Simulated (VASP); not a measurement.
Wanted: an ASE script for a VASP 6.6.1 run.

```yaml
Task: single point
Functional: LDA
Potentials_or_basis: VASP PAW LDA potentials, release 64 (Mg_pv, Si, B)
Cutoff: 520 eV
k_mesh: 5 × 5 × 7
Occupations: methfessel-paxton, width 0.1 eV
Spin: no spin polarisation
Further_INCAR_settings: ALGO = Normal; EDIFF = 1.00e-07
```

The structure of Mg6SiB lies in Mg6SiB.cif:

```cif
data_Mg6SiB
_cell_length_a 3.97570800
_cell_length_b 7.78334000
_cell_length_c 9.87601400
_cell_angle_alpha 90.00000000
_cell_angle_beta 90.00000000
_cell_angle_gamma 90.00000000
_space_group_name_H-M_alt 'Amm2'
_space_group_name_Hall 'A 2 -2'
_space_group_IT_number 38
loop_
_space_group_symop_operation_xyz
'x,y,z'
'-x,-y,z'
'-x,y,z'
'x,-y,z'
'x,y+1/2,z+1/2'
'-x,-y+1/2,z+1/2'
'-x,y+1/2,z+1/2'
'x,-y+1/2,z+1/2'
loop_
_atom_site_label
_atom_site_type_symbol
_atom_site_symmetry_multiplicity
_atom_site_Wyckoff_symbol
_atom_site_fract_x
_atom_site_fract_y
_atom_site_fract_z
_atom_site_occupancy
Si1 Si 2 a 0.0000000000 0.5000000000 0.4464960000 1
Mg1 Mg 2 b 0.5000000000 0.5000000000 0.6403630000 1
Mg2 Mg 4 e 0.5000000000 0.2192910000 0.8829360000 1
Mg3 Mg 2 a 0.0000000000 0.5000000000 0.8713650000 1
Mg4 Mg 4 d 0.0000000000 0.3152985000 0.1289045000 1
B1 B 2 b 0.5000000000 0.5000000000 0.0180930000 1
```

The cell comes from a database or a generator and needn't be the stable form of this composition.

One way to write it, as run:

run.py

```python
from ase.calculators.vasp import Vasp
from ase.dft.bandgap import bandgap
from ase.io import read

atoms = read('Mg6SiB.cif', primitive_cell=True, subtrans_included=False)
calc = Vasp(
    directory='calc',
    xc='lda',
    pp='LDA',
    setups='materialsproject',
    prec='Accurate',
    encut=520,
    ediff=1e-07,
    ismear=1,
    sigma=0.1,
    lreal=False,
    lasph=True,
    nelm=60,
    algo='Normal',
    isif=2,
    lwave=False,
    lcharg=True,
    lelf=True,
    lvhar=True,
    kpts=[5, 5, 7],
    gamma=True,
)
atoms.calc = calc

print('energy (eV):', atoms.get_potential_energy())
print('free energy (eV):', atoms.get_potential_energy(force_consistent=True))
print('forces (eV/A):')
print(atoms.get_forces())
print('stress (eV/A^3, Voigt):', atoms.get_stress())
print('Fermi level (eV):', calc.get_fermi_level())
gap, top, bottom = bandgap(calc)
print('band gap (eV):', gap, 'from (spin, k, band)', top, 'to', bottom)
```

Potentials or basis: VASP PAW LDA potentials, release 64 (Mg_pv, Si, B).

Command:

```bash
$ python run.py
```

Results of the run:

| Quantity | Value |
| --- | --- |
| Pressure | -3.0 GPa |
| Largest force | 0.132 eV/Å |
| Band gap on the k mesh | none (metal or under the smearing width) |

Wall time 98 s on 1 thread of AMD EPYC 9R45 96-Core Processor (Zen 5), on a shared host, peak memory 0.27 GiB.
